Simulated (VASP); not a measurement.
Output of a VASP run:

File OSZICAR:
```
       N       E                     dE             d eps       ncg     rms          rms(c)
DAV:   1     0.179595886104E+03    0.17960E+03   -0.10937E+04   816   0.146E+03
DAV:   2     0.569088301232E+01   -0.17391E+03   -0.17058E+03   920   0.345E+02
DAV:   3    -0.115127701219E+02   -0.17204E+02   -0.16554E+02  1027   0.110E+02
DAV:   4    -0.120109785130E+02   -0.49821E+00   -0.49782E+00  1005   0.200E+01
DAV:   5    -0.120217699326E+02   -0.10791E-01   -0.10790E-01  1200   0.292E+00    0.522E+00
DAV:   6    -0.117670388995E+02    0.25473E+00   -0.60834E-01  1232   0.878E+00    0.339E+00
DAV:   7    -0.117469141136E+02    0.20125E-01   -0.17771E-01  1024   0.304E+00    0.101E+00
DAV:   8    -0.117466856612E+02    0.22845E-03   -0.14286E-02   994   0.132E+00    0.274E-01
DAV:   9    -0.117471834211E+02   -0.49776E-03   -0.15856E-03   959   0.318E-01    0.813E-02
DAV:  10    -0.117471925962E+02   -0.91751E-05   -0.12616E-04  1183   0.927E-02    0.319E-02
DAV:  11    -0.117472251734E+02   -0.32577E-04   -0.48612E-05   891   0.433E-02    0.694E-03
DAV:  12    -0.117472263000E+02   -0.11266E-05   -0.23040E-06   875   0.138E-02    0.607E-03
DAV:  13    -0.117472269431E+02   -0.64309E-06   -0.22763E-06   707   0.101E-02
   1 F= -.11747227E+02 E0= -.11747227E+02  d E =-.781525E-19
```

**OUTCAR**
```
------------------------ aborting loop because EDIFF is reached ----------------------------------------
  FORCE on cell =-STRESS in cart. coord.  units (eV):
  Direction    XX          YY          ZZ          XY          YZ          ZX
  --------------------------------------------------------------------------------------
  Total        2.4005064      2.4005067      2.9465954      0.0000000     -0.0000000      0.0000000
  in kB       49.8269687     49.8269751     61.1620602      0.0000000     -0.0000000      0.0000000
  external PRESSURE =      53.6053347 kB  Pullay stress =       0.0000000 kB
  volume of cell :       77.19
      direct lattice vectors                 reciprocal lattice vectors
     1.905000000 -3.299557000  0.000000000     0.262467192 -0.151535494  0.000000000
     1.905000000  3.299557000  0.000000000     0.262467192  0.151535494  0.000000000
     0.000000000  0.000000000  6.140000000     0.000000000  0.000000000  0.162866450
 POSITION                                       TOTAL-FORCE (eV/Angst)
 -----------------------------------------------------------------------------------
      0.00000      0.00000      0.00000        -0.000000      0.000000      0.000000
      1.90500      1.09985      1.53500         0.000000      0.000000      0.723903
      1.90500     -1.09985      4.60500        -0.000000     -0.000000     -0.723903
 -----------------------------------------------------------------------------------
    total drift:                                0.000000      0.000000      0.000000
  FREE ENERGIE OF THE ION-ELECTRON SYSTEM (eV)
  ---------------------------------------------------
  free  energy   TOTEN  =       -11.7472269431 eV

  energy  without entropy=      -11.7472269431  energy(sigma->0) =      -11.74722694
```
(Selected blocks of OUTCAR.)

### POSCAR
```
SnSe2
1
    1.9050000000    -3.2995570000     0.0000000000
    1.9050000000     3.2995570000     0.0000000000
    0.0000000000     0.0000000000     6.1400000000
Sn Se
1 2
Direct
  0.0000000000   0.0000000000   0.0000000000
  0.3333330000   0.6666670000   0.2500000000
  0.6666670000   0.3333330000   0.7500000000
```

Question: Write an INCAR and KPOINTS that could have produced this output.

Answer: One answer among several that fit: the input of the run itself, PBE GGA, plane waves, VASP's PBE PAW potentials (set 64).

**INCAR**
```
SYSTEM = SnSe2
PREC = Accurate; ENCUT = 400; LREAL = F
LASPH = T
EDIFF = 1E-6; NELM = 100; ALGO = Normal
LMAXMIX = 4
ISMEAR = 0; SIGMA = 0.05
GGA = PE
ISIF = 2
LWAVE = F; LCHARG = F
```

File KPOINTS:
```
Automatic mesh
0
Gamma
6 6 4
0 0 0
```

POTCAR, in this order: Sn_d Se (PBE.64 set). Program: vasp_std.

The compound is SnSe2 in the 1T layered structure. The cell was not relaxed at this level.
